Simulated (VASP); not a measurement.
Consider the following.

```
CELL_PARAMETERS angstrom
      0.00000     2.04131     2.04131
      2.04131     0.00000     2.04131
      2.04131     2.04131     0.00000
ATOMIC_POSITIONS crystal
  Li 0.00000 0.00000 0.00000
  F  0.50000 0.50000 0.50000
```

Calculation: PBEsol GGA, VASP's PBE PAW potentials (set 64) (plane waves; VASP 6.6.1). Run with 520 eV cut-off, 11×11×11 Γ-centred mesh, Gaussian smearing of 0.050 eV, potentials Li_sv F.

Problem. Give the stress tensor in GPa (positive for a compressed cell).

Solution. 
```
-3.90   0.00   0.00
 0.00  -3.90   0.00
 0.00   0.00  -3.90
```
The pressure is its mean diagonal, -3.90 GPa.

The compound is LiF in the rock salt structure. This cell is one point of a volume scan, at 1.06 of the reference volume.
